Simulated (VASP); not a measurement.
# Pd (Fm-3m) in VASP: elastic constants with PBE

Aim: the elastic constants of Pd with PBE.

Everything below comes from runs of VASP 6.6.1. Logs are shortened: lines on timing, memory, paths and dates and some standing lists are left out, and cuts for length are marked.

## (1) The structure

The structure is cubic, space group Fm-3m (No. 225). Conventional cell: a = 3.893 Å, b = 3.893 Å, c = 3.893 Å, α = 90.00°, β = 90.00°, γ = 90.00°. Pd (site symmetry m-3m) has 12 Pd at 2.75 Å as nearest neighbours.

## (2) Elastic constants, PBE

The input, POSCAR:

```
Pd
1.0
    0.0000000000      1.9465000000      1.9465000000
    1.9465000000      0.0000000000      1.9465000000
    1.9465000000      1.9465000000      0.0000000000
Pd
1
Direct
    0.0000000000      0.0000000000      0.0000000000
```

The input, INCAR.step1:

```
SYSTEM = Pd
ALGO = Normal
EDIFF = 1E-8
EDIFFG = -0.002
ENCUT = 600
GGA = PE
IBRION = 2
ISIF = 3
ISMEAR = 0
LASPH = .TRUE.
LCHARG = .FALSE.
LREAL = .FALSE.
LWAVE = .FALSE.
NELM = 60
NSW = 40
PREC = Accurate
SIGMA = 0.1
```

The input, INCAR.step2:

```
SYSTEM = Pd
ALGO = Normal
EDIFF = 1E-8
ENCUT = 600
GGA = PE
IBRION = 6
ISIF = 3
ISMEAR = 0
LASPH = .TRUE.
LCHARG = .FALSE.
LREAL = .FALSE.
LWAVE = .FALSE.
NELM = 60
NFREE = 2
NSW = 1
POTIM = 0.015
PREC = Accurate
SIGMA = 0.1
```

The input, KPOINTS:

```
k-points
0
G
  18 18 18
  0 0 0
```

Potentials or basis: VASP PAW PBE potentials, release 64 (Pd).

Run with:

```console
$ cat potpaw_PBE.64/Pd/POTCAR > POTCAR
$ cp INCAR.step1 INCAR
$ mpirun -np 1 vasp_std > vasp.out
$ cp CONTCAR POSCAR
$ cp INCAR.step2 INCAR
$ mpirun -np 1 vasp_std > vasp.out
```

OUTCAR:

```text
SYSTEM = Pd
   EDIFF = 1E-8
   ENCUT = 600
   GGA = PE
   IBRION = 6
   ISIF = 3
   ISMEAR = 0
   LASPH = .TRUE.
   LREAL = .FALSE.
   NELM = 60
   NFREE = 2
   NSW = 1
   POTIM = 0.015
   PREC = Accurate

 ion  position               nearest neighbor table
   1  0.000  0.000  0.000-

  LATTYP: Found a face centered cubic cell.
 ALAT       =     3.9392761157

  Lattice vectors:

 A1 = (   0.0000000000,   1.9696380579,   1.9696380579)
 A2 = (   1.9696380579,   0.0000000000,   1.9696380579)
 A3 = (   1.9696380579,   1.9696380579,   0.0000000000)

Analysis of symmetry for initial positions (statically):
=====================================================================
 Subroutine PRICEL returns:
 Original cell was already a primitive cell.

 Routine SETGRP: Setting up the symmetry group for a
 face centered cubic supercell.

 Subroutine GETGRP returns: Found 48 space group operations
 (whereof 48 operations were pure point group operations)
 out of a pool of 48 trial point group operations.

The static configuration has the point symmetry O_h .

Analysis of symmetry for dynamics (positions and initial velocities):
=====================================================================
 Subroutine PRICEL returns:
 Original cell was already a primitive cell.

 Routine SETGRP: Setting up the symmetry group for a
 face centered cubic supercell.

 Subroutine GETGRP returns: Found 48 space group operations
 (whereof 48 operations were pure point group operations)
 out of a pool of 48 trial point group operations.

The dynamic configuration has the point symmetry O_h .

 Subroutine INISYM returns: Found 48 space group operations
 (whereof 48 operations are pure point group operations),
 and found     1 'primitive' translations

----------------------------------------------------------------------------------------
[... 338 lines left out ...]
  band No.  band energies     occupation
      1       2.3275      2.00000
      2       6.5124      2.00000
      3       6.5124      2.00000
      4       6.5124      2.00000
      5       8.0321      2.00000
      6       8.0321      2.00000
      7      26.3649      0.00000
      8      30.9410      0.00000
      9      30.9410      0.00000
[... 265 lines left out ...]
 k-point    24 :      -0.2222    0.0556    0.0000
  band No.  band energies     occupation
      1       4.0011      2.00000
      2       6.3067      2.00000
      3       6.8217      2.00000
      4       6.8530      2.00000
      5       7.9234      2.00000
      6       8.4190      2.00000
      7      23.8292      0.00000
      8      27.3087      0.00000
      9      30.9792      0.00000

 [... further k-points ...]

------------------------ aborting loop because EDIFF is reached ----------------------------------------

  FORCE on cell =-STRESS in cart. coord.  units (eV):
  Direction    XX          YY          ZZ          XY          YZ          ZX
  --------------------------------------------------------------------------------------
  -------------------------------------------------------------------------------------
  Total        0.0032250      0.0032250      0.0032250      0.0000000      0.0000000     -0.0000000
  in kB        0.3381008      0.3381008      0.3381008      0.0000000      0.0000000     -0.0000000
  external PRESSURE =       0.3381008 kB  Pullay stress =       0.0000000 kB
[... 16 lines left out ...]
  FREE ENERGIE OF THE ION-ELECTRON SYSTEM (eV)
  ---------------------------------------------------
  free  energy   TOTEN  =        -5.2261197504 eV

  energy  without entropy=       -5.2139235281  energy(sigma->0) =       -5.22002164

 INTERNAL STRAIN TENSORS FROM STRAINED CELLS
 ============================================

 INTERNAL STRAIN TENSOR FOR ION    1 for displacements in x,y,z  (eV/Angst):
          X           Y           Z          XY          YZ          ZX
  --------------------------------------------------------------------------------
  x    -0.00000    -0.00000    -0.00000    -0.00000     0.00000    -0.00000
  y     0.00000     0.00000     0.00000    -0.00000     0.00000     0.00000
  z    -0.00000     0.00000     0.00000     0.00000    -0.00000     0.00000

 INTERNAL STRAIN TENSORS FROM DISPLACED ATOMS
 ============================================

 INTERNAL STRAIN TENSOR FOR ION    1 for displacements in x,y,z  (eV/Angst):
          X           Y           Z          XY          YZ          ZX
  --------------------------------------------------------------------------------
  x     0.00000     0.00000     0.00000     0.00000     0.00000     0.00000
  y     0.00000     0.00000     0.00000     0.00000     0.00000     0.00000
  z     0.00000     0.00000     0.00000     0.00000     0.00000     0.00000

 Eigenvectors and eigenvalues of the dynamical matrix
 ----------------------------------------------------

   1 f  =    0.000000 THz     0.000000 2PiTHz    0.000000 cm-1     0.000000 meV
             X         Y         Z           dx          dy          dz
      0.000000  0.000000  0.000000    -0.465633   -0.532152    0.707107

   2 f  =    0.000000 THz     0.000000 2PiTHz    0.000000 cm-1     0.000000 meV
             X         Y         Z           dx          dy          dz
      0.000000  0.000000  0.000000     0.465633    0.532152    0.707107

   3 f  =    0.000000 THz     0.000000 2PiTHz    0.000000 cm-1     0.000000 meV
             X         Y         Z           dx          dy          dz
      0.000000  0.000000  0.000000     0.752577   -0.658505    0.000000

--------------------------------------------------------------------------------------------------------

 ELASTIC MODULI CONTR FROM IONIC RELAXATION (kBar)
 Direction    XX          YY          ZZ          XY          YZ          ZX
 --------------------------------------------------------------------------------
 XX           0.0000      0.0000      0.0000      0.0000      0.0000      0.0000
 YY           0.0000      0.0000      0.0000      0.0000      0.0000      0.0000
 ZZ           0.0000      0.0000      0.0000      0.0000      0.0000      0.0000
 XY           0.0000      0.0000      0.0000      0.0000      0.0000      0.0000
 YZ           0.0000      0.0000      0.0000      0.0000      0.0000      0.0000
 ZX           0.0000      0.0000      0.0000      0.0000      0.0000      0.0000
 --------------------------------------------------------------------------------

 TOTAL ELASTIC MODULI (kBar)
 Direction    XX          YY          ZZ          XY          YZ          ZX
 --------------------------------------------------------------------------------
 XX        2049.0520   1521.5950   1521.5950      0.0000      0.0000     -0.0000
 YY        1521.5950   2049.0520   1521.5950      0.0000     -0.0000      0.0000
 ZZ        1521.5950   1521.5950   2049.0520      0.0000      0.0000      0.0000
 XY           0.0000      0.0000      0.0000    638.3321     -0.0000      0.0000
 YZ           0.0000     -0.0000      0.0000     -0.0000    638.3321      0.0000
 ZX          -0.0000      0.0000      0.0000      0.0000      0.0000    638.3321
 --------------------------------------------------------------------------------
```

OUTCAR.step1:

```text
SYSTEM = Pd
   EDIFF = 1E-8
   EDIFFG = -0.002
   ENCUT = 600
   GGA = PE
   IBRION = 2
   ISIF = 3
   ISMEAR = 0
   LASPH = .TRUE.
   LREAL = .FALSE.
[... 683 lines left out ...]
  -------------------------------------------------------------------------------------
  Total        0.0019772      0.0019772      0.0019772     -0.0000000      0.0000000     -0.0000000
  in kB        0.2072904      0.2072904      0.2072904     -0.0000000      0.0000000     -0.0000000
  external PRESSURE =       0.2072904 kB  Pullay stress =       0.0000000 kB
[... 16 lines left out ...]
  FREE ENERGIE OF THE ION-ELECTRON SYSTEM (eV)
  ---------------------------------------------------
  free  energy   TOTEN  =        -5.2257006548 eV

  energy  without entropy=       -5.2135045105  energy(sigma->0) =       -5.21960258

 reached required accuracy - stopping structural energy minimisation
```

OSZICAR.step1:

```text
N       E                     dE             d eps       ncg     rms          rms(c)
DAV:   1     0.430565896407E+02    0.43057E+02   -0.58150E+03  3518   0.117E+03
DAV:   2    -0.509648451015E+01   -0.48153E+02   -0.46891E+02  3788   0.205E+02
[... 98 lines left out ...]
  15 F= -.52257005E+01 E0= -.52196031E+01  d E =-.306646E-06
       N       E                     dE             d eps       ncg     rms          rms(c)
DAV:   1    -0.522570190914E+01   -0.14182E-05   -0.22884E-05  3560   0.538E-02    0.718E-03
DAV:   2    -0.522570084004E+01    0.10691E-05   -0.60633E-06  3540   0.223E-02    0.179E-03
DAV:   3    -0.522570076066E+01    0.79383E-07   -0.24449E-08  3429   0.127E-03    0.109E-03
DAV:   4    -0.522570065198E+01    0.10868E-06   -0.12181E-08  3737   0.952E-04    0.687E-05
DAV:   5    -0.522570065478E+01   -0.27998E-08   -0.11004E-10  1755   0.977E-05
  16 F= -.52257007E+01 E0= -.52196026E+01  d E =-.467198E-06
```

Wall time 8.5 min (1 thread of Intel Xeon 6975P-C (Granite Rapids), shared host); peak memory 0.6 GiB.

Results:

```
Relaxed volume                         : 15.28 Å³/atom
Relaxed cell                           : a = 2.785 Å, b = 2.785 Å, c = 2.785 Å, α = 60.00°, β = 60.00°, γ = 60.00°
Space group after relaxing (to 0.05 Å) : Fm-3m (No. 225)
Elastic constants C11, C12, C44        : 205, 152, 64 GPa
Voigt bulk modulus                     : 170 GPa
```

The path:
| step | energy change (eV) | largest force (eV/Å) | pressure (GPa) | volume (Å³) |
| --- | --- | --- | --- | --- |
| 1 | 0.0000 | 0.0000 | 6.65 | 14.75 |
| 2 | 0.0098 | 0.0000 | -7.58 | 16.10 |
| 3 | -0.0106 | 0.0000 | -0.06 | 15.29 |
| 4 | -0.0106 | 0.0000 | 0.06 | 15.28 |
| 5 | -0.0106 | 0.0000 | 0.06 | 15.28 |
| 6 | -0.0106 | 0.0000 | 0.05 | 15.28 |
| 7 | -0.0106 | 0.0000 | 0.05 | 15.28 |
| 8 | -0.0106 | 0.0000 | 0.05 | 15.28 |
| 9 | -0.0106 | 0.0000 | 0.05 | 15.28 |
| 10 | -0.0106 | 0.0000 | 0.05 | 15.28 |
| 11 | -0.0106 | 0.0000 | 0.05 | 15.28 |
| 12 | -0.0106 | 0.0000 | 0.05 | 15.28 |
| 13 | -0.0106 | 0.0000 | 0.05 | 15.28 |
| 14 | -0.0106 | 0.0000 | 0.04 | 15.28 |
| 15 | -0.0106 | 0.0000 | 0.04 | 15.28 |
| 16 | -0.0106 | 0.0000 | 0.02 | 15.28 |

Final structure:
```
Pd
1.0
     0.00000    1.96964    1.96964
     1.96964    0.00000    1.96964
     1.96964    1.96964    0.00000
Pd
1
Direct
  0.00000 0.00000 0.00000
```

Elastic tensor in Voigt notation (GPa, in the Cartesian axes of the cell as first typed):
```
205 152 152   0   0   0
152 205 152   0   0   0
152 152 205   0   0   0
  0   0   0  64   0   0
  0   0   0   0  64   0
  0   0   0   0   0  64
```

Clamped-ion elastic tensor (GPa):
```
205 152 152   0   0   0
152 205 152   0   0   0
152 152 205   0   0   0
  0   0   0  64   0   0
  0   0   0   0  64   0
  0   0   0   0   0  64
```
